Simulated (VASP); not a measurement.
A convergence study with VASP on Si (diamond): a few settings are varied, all else stays as given below, so the limit is that of these other settings. The cell's lengths are 1 % over those of the tabulated start and one atom is moved, so it is off equilibrium.

```
CELL_PARAMETERS angstrom
      0.00000     2.74266     2.74266
      2.74266     0.00000     2.74266
      2.74266     2.74266     0.00000
ATOMIC_POSITIONS crystal
  Si 0.00000 0.00000 0.00000
  Si 0.23895 0.26105 0.26105
```

The numbers are results of PBE GGA, VASP's PBE PAW potentials (set 64) (plane waves; VASP 6.6.1), not measurements. The last row used: 900 eV cut-off, 7×7×7 Γ-centred mesh, Gaussian smearing of 0.050 eV, potentials Si_sv_GW.

Gaps are read on the run's mesh, which can miss a band edge. Energies of different potentials or hybrids have different zeros.

```
setting                       E (eV/atom)  pressure (GPa)  largest force (eV/Å)  gap on the mesh (eV)  plane waves
----------------------------  -----------  --------------  --------------------  --------------------  -----------
ENCUT = 300, POTCAR Si            -5.4051           -0.77                 0.778                 0.298          531
ENCUT = 400, POTCAR Si            -5.4080           -0.67                 0.776                 0.295          760
ENCUT = 520, POTCAR Si            -5.4081           -0.66                 0.776                 0.295         1139
ENCUT = 700, POTCAR Si            -5.4082           -0.65                 0.776                 0.295         1807
ENCUT = 900, POTCAR Si            -5.4082           -0.65                 0.776                 0.295         2637
ENCUT = 300, POTCAR Si_GW         -5.4042           -0.69                 0.779                 0.295          531
ENCUT = 400, POTCAR Si_GW         -5.4057           -0.60                 0.779                 0.293          760
ENCUT = 520, POTCAR Si_GW         -5.4056           -0.61                 0.779                 0.293         1139
ENCUT = 700, POTCAR Si_GW         -5.4057           -0.59                 0.779                 0.293         1807
ENCUT = 900, POTCAR Si_GW         -5.4057           -0.59                 0.779                 0.293         2637
ENCUT = 300, POTCAR Si_sv_GW      53.6734        -3249.87                 1.545                 0.509          531
ENCUT = 400, POTCAR Si_sv_GW      -2.3203         -306.91                 0.773                 0.315          760
ENCUT = 520, POTCAR Si_sv_GW      -5.3092          -28.27                 0.779                 0.295         1139
ENCUT = 700, POTCAR Si_sv_GW      -5.4034           -1.12                 0.778                 0.292         1807
ENCUT = 900, POTCAR Si_sv_GW      -5.4059           -1.43                 0.779                 0.292         2637
```

Left out are rungs that failed or repeat a setting and relaxations that didn't move; long series are thinned to 24 rows.

The compound is Si in the diamond structure. The cell was not relaxed at this level, it is distorted from the ideal structure.
